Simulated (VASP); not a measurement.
Data:

```yaml
crystal:
  lattice:
    - [4.23657, 0.00000, 0.00000]
    - [0.00000, 4.23657, 0.00000]
    - [0.00000, 0.00000, 4.23657]
  atoms:
    - { symbol: Ba, position: [0.00000, 0.00000, 0.00000] }
    - { symbol: Zr, position: [0.50000, 0.50000, 0.50000] }
    - { symbol: O, position: [0.50000, 0.00000, 0.50000] }
    - { symbol: O, position: [0.00000, 0.50000, 0.50000] }
    - { symbol: O, position: [0.50000, 0.50000, 0.00000] }
```

Level of theory: PBE GGA, VASP's PBE PAW potentials (set 64) (plane waves; VASP). Settings: 520 eV cut-off, 5×5×5 Γ-centred mesh, Gaussian smearing of 0.010 eV, potentials Ba_sv Zr_sv O.

Give the electronic dielectric tensor ε∞ (DFPT, local fields included).

```
4.91  0.00  0.00
0.00  4.91  0.00
0.00  0.00  4.91
```

Give the Born effective charges.

```json
[
 {"atom": "Ba1", "Z*xx": "2.73", "Z*yy": "2.73", "Z*zz": "2.73", "mean": "2.73"},
 {"atom": "Zr2", "Z*xx": "6.15", "Z*yy": "6.15", "Z*zz": "6.15", "mean": "6.15"},
 {"atom": "O3", "Z*xx": "-1.99", "Z*yy": "-4.90", "Z*zz": "-1.99", "mean": "-2.96"},
 {"atom": "O4", "Z*xx": "-4.90", "Z*yy": "-1.99", "Z*zz": "-1.99", "mean": "-2.96"},
 {"atom": "O5", "Z*xx": "-1.99", "Z*yy": "-1.99", "Z*zz": "-4.90", "mean": "-2.96"}
]
```

And the static tensor with the ions free?

```
70.1  0.00  0.00
0.00  70.1  0.00
0.00  0.00  70.1
```

Which frequencies do the optical Γ-point modes have (no LO-TO splitting)?

96 (×3), 179 (×3), 191 (×3), 467 (×3) cm⁻¹.

The compound is BaZrO3 in the cubic perovskite structure. It was relaxed first.
